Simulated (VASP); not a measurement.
Output of a VASP run:

**OSZICAR**
```
       N       E                     dE             d eps       ncg     rms          rms(c)
DAV:   1    -0.327436512528E+03   -0.32744E+03   -0.80949E-06   776   0.587E-03    0.169E-03
RMM:   2    -0.327436512445E+03    0.82651E-07   -0.73289E-07   391   0.148E-03    0.811E-04
RMM:   3    -0.327436512454E+03   -0.84765E-08   -0.22766E-07   366   0.812E-04    0.486E-04
RMM:   4    -0.327436512455E+03   -0.12078E-08   -0.38091E-08   183   0.505E-04
   1 F= -.32743651E+03 E0= -.32743471E+03  d E =-.360500E-02  mag=     2.0000
```

File OUTCAR:
```
------------------------ aborting loop because EDIFF is reached ----------------------------------------
  FORCE on cell =-STRESS in cart. coord.  units (eV):
  Direction    XX          YY          ZZ          XY          YZ          ZX
  --------------------------------------------------------------------------------------
  Total        6.1633361      6.1924095      6.1783113     -1.5170880      1.4642421     -1.5208074
  in kB        7.5478437      7.5834481      7.5661829     -1.8578806      1.7931637     -1.8624355
  external PRESSURE =       7.5658249 kB  Pullay stress =       0.0000000 kB
  volume of cell :     1308.29
      direct lattice vectors                 reciprocal lattice vectors
    10.937074700  0.000000000  0.000000000     0.091432127  0.000000000  0.000000000
     0.000000000 10.937074700  0.000000000     0.000000000  0.091432127  0.000000000
     0.000000000  0.000000000 10.937074700     0.000000000  0.000000000  0.091432127
 POSITION                                       TOTAL-FORCE (eV/Angst)
 -----------------------------------------------------------------------------------
      5.47317     10.92596     10.92491         0.010263      0.006255      0.007066
      6.83196      1.36792      1.36729         0.011422     -0.008284     -0.001780
      8.20496      2.73244      0.00093         0.010903     -0.003337     -0.005489
      9.57261      4.10546      1.36551        -0.007008     -0.012727      0.002540
      8.20500      0.00229      2.73342         0.009795     -0.008894     -0.010408
      9.57221      1.36697      4.10616        -0.001608      0.002741     -0.008722
      0.00201     10.93504     10.93536         0.001254      0.008077      0.000726
      1.37487      1.36825      1.36552         0.007203      0.000179     -0.005781
      2.74965      2.74254      0.00775        -0.000706      0.001138      0.008156
      4.13611      4.09227      1.39319         0.002617      0.005138      0.006071
      5.47812      5.45965      0.00311         0.001674      0.011757     -0.012501
      6.84705      6.80752      1.38720        -0.013038     -0.005472      0.003904
      8.19889      8.19438      0.00482        -0.002268     -0.001374      0.007295
      9.57114      9.56415      1.36862         0.002167     -0.007338     -0.002892
      2.74576      0.00679      2.73900        -0.001684     -0.000267     -0.000743
      4.13189      1.38901      4.09047         0.014766      0.011369      0.012126
      5.51938      2.75023      2.75311         0.018234     -0.000583      0.003090
      8.19032      5.42506      2.74419        -0.000942     -0.020278      0.000537
      9.54680      6.80404      4.09173        -0.006675     -0.004607      0.007074
      5.47827      0.00380      5.45966        -0.006950     -0.014874      0.001392
      6.84672      1.39262      6.80191        -0.011855      0.006524      0.000096
      8.19011      2.75156      5.42085         0.002780      0.006423     -0.022400
      9.54981      4.09112      6.80669        -0.011805      0.012569     -0.008202
      8.19734      0.00802      8.18788        -0.005492      0.005872     -0.000801
      9.56993      1.36655      9.56291         0.005925     -0.002347     -0.004797
      0.01442      5.46521     10.92567        -0.006065     -0.003911     -0.001458
      1.38647      6.82200      1.39019        -0.008339     -0.011114     -0.000972
      2.73583      8.20261      0.01197         0.003297     -0.003080      0.001964
      4.11750      9.55190      1.38936         0.006094      0.008139      0.002767
      0.00048      2.73279      2.73225         0.002961     -0.007275     -0.002327
      1.37601      4.09599      4.09562         0.007113      0.005607      0.004551
      2.78623      5.46678      2.78088         0.004218      0.002424      0.010741
      4.22206      6.71819      4.24332         0.000334     -0.006952      0.000930
      5.47321      8.15235      2.77987        -0.000433      0.005078      0.011247
      6.84258      9.56307      4.09619        -0.006574     -0.013325     -0.000830
      0.01366     10.92518      5.46529        -0.006099      0.002988     -0.004919
      1.38686      1.39003      6.82131        -0.008984      0.001312     -0.004817
      2.78616      2.78007      5.46515         0.000603      0.010895      0.001997
      4.22180      4.24267      6.71675        -0.001607      0.002664     -0.004948
      6.69602      6.71774      6.71800        -0.016049     -0.006669     -0.005519
      8.15750      8.15187      5.46596        -0.004849      0.005767      0.002583
      9.54922      9.55154      6.82085        -0.003082      0.006812     -0.010262
      2.73679      0.01338      8.20319         0.003486      0.004005     -0.008970
      4.11786      1.39081      9.55250         0.008313      0.001584      0.004434
      5.47300      2.78134      8.15229         0.003544      0.002393     -0.001174
      6.84304      4.09659      9.56266        -0.006573      0.004440     -0.011169
      8.15870      5.46637      8.15214        -0.006488      0.000055      0.002261
      9.54959      6.82170      9.55179        -0.000306     -0.008587      0.008440
     10.93044      8.19042      2.74148         0.001251     -0.000039      0.005503
      1.38891      9.54888      4.09724        -0.004025      0.009200     -0.002629
     10.93452      5.45953      5.45929         0.015235      0.002205      0.007153
      1.36482      6.83558      6.83228        -0.003322     -0.005192      0.003922
      2.75792      8.18316      5.47452         0.002014     -0.002204      0.008515
      4.10513      9.57402      6.83553        -0.002253      0.007279     -0.000928
     10.93284      2.74050      8.19365        -0.002240     -0.001371     -0.000692
      1.39191      4.09812      9.54971        -0.010272      0.004175      0.004819
...
```
(Selected blocks of OUTCAR.)

### POSCAR
```
BSi62
1
   10.9370747000     0.0000000000     0.0000000000
    0.0000000000    10.9370747000     0.0000000000
    0.0000000000     0.0000000000    10.9370747000
Si B
62 1
Direct
  0.5004231957   0.9989837735   0.9988874722
  0.6246602978   0.1250717757   0.1250137764
  0.7501972178   0.2498327035   0.0000854234
  0.8752437321   0.3753709901   0.1248518038
  0.7502005301   0.0002091970   0.2499224532
  0.8752071353   0.1249851233   0.3754348947
  0.0001837323   0.9998143906   0.9998433079
  0.1257071201   0.1251023071   0.1248521618
  0.2514067148   0.2507560733   0.0007090016
  0.3781737311   0.3741653592   0.1273824479
  0.5008764425   0.4991875653   0.0002844916
  0.6260400576   0.6224256308   0.1268348501
  0.7496420733   0.7492298321   0.0004407457
  0.8751097669   0.8744704201   0.1251355213
  0.2510502626   0.0006205994   0.2504323353
  0.3777872232   0.1270002321   0.3740005292
  0.5046490170   0.2514591110   0.2517226371
  0.7488581841   0.4960248378   0.2509069272
  0.8728844427   0.6221082486   0.3741158125
  0.5008894737   0.0003470010   0.4991881443
  0.6260100794   0.1273297812   0.6219134693
  0.7488389945   0.2515813103   0.4956395860
  0.8731597548   0.3740599025   0.6223500548
  0.7494999436   0.0007331970   0.7486353767
  0.8749987103   0.1249462817   0.8743570669
  0.0013185074   0.4996955569   0.9989569427
  0.1267679699   0.6237501474   0.1271077001
  0.2501426161   0.7499819843   0.0010944485
  0.3764720653   0.8733502455   0.1270320604
  0.0000443003   0.2498644420   0.2498150911
  0.1258119526   0.3745051995   0.3744714826
  0.2547507751   0.4998393309   0.2542614336
  0.3860316919   0.6142581267   0.3879760555
  0.5004271502   0.7453869144   0.2541694918
  0.6256317879   0.8743719579   0.3745238164
  0.0012489292   0.9989122178   0.4997031032
  0.1268035982   0.1270938227   0.6236871512
  0.2547449047   0.2541878741   0.4996899743
  0.3860077656   0.3879166408   0.6141267542
  0.6122313452   0.6142175939   0.6142408747
  0.7458572596   0.7453428871   0.4997645385
  0.8731058341   0.8733177164   0.6236443993
  0.2502309203   0.0012237850   0.7500350899
  0.3765044842   0.1271644878   0.8734049388
  0.5004075971   0.2543040936   0.7453810896
  0.6256736302   0.3745600308   0.8743343381
  0.7459675974   0.4998014631   0.7453675146
  0.8731394762   0.6237228920   0.8733405831
  0.9993933103   0.7488671313   0.2506592087
  0.1269907209   0.8730746838   0.3746190055
  0.9997666830   0.4991768306   0.4991545939
  0.1247881547   0.6249919496   0.6246900064
  0.2521627294   0.7482038672   0.5005473158
  0.3753406710   0.8753726513   0.6249866532
  0.9996126666   0.2505699931   0.7491628746
  0.1272655831   0.3746997514   0.8731504186
  0.2520023360   0.5006284082   0.7478795108
  0.3751778353   0.6248340899   0.8752551037
  0.4995346293   0.7480673674   0.7481665225
  0.6255089255   0.8733068123   0.8729370562
  0.9990951539   0.7500148548   0.7499304779
  0.1253083344   0.8748886621   0.8748279853
  0.4728622743   0.5272858919   0.5273001038
```

Problem. Reconstruct the remaining input files.

Solution. One answer among several that fit: the input of the run itself, PBE GGA, plane waves, VASP's PBE PAW potentials (set 64).

File KPOINTS:
```
Automatic mesh
0
Gamma
1 1 1
0 0 0
```

**INCAR**
```
SYSTEM = BSi62
PREC = Normal
ENCUT = 400
EDIFF = 1E-6
NELM = 100
ALGO = Fast
LREAL = Auto
LASPH = .TRUE.
ISMEAR = 0
SIGMA = 0.05
GGA = PE
LWAVE = .TRUE.
LCHARG = .FALSE.
NELMIN = 4
ISYM = 0
NELECT = 252.0
ISPIN = 2
NUPDOWN = 2
MAGMOM = 63*0.0317
LORBIT = 11
LHYPERFINE = .TRUE.
```

POTCAR, in this order: Si B (PBE.64 set). Program: vasp_gam. Read from the step before: WAVECAR.

At this cut-off the stress carries a Pulay error, which pulls relaxed volumes low. The cell is charged, with a uniform compensating background.  The supercell is sampled at Γ alone, which is coarse: total energies, pressure and levels can be off, energies of defects by several tenths of an eV.

The cell is a supercell with a defect, built from Si (diamond): B_Si-vac_Si, charge -1.
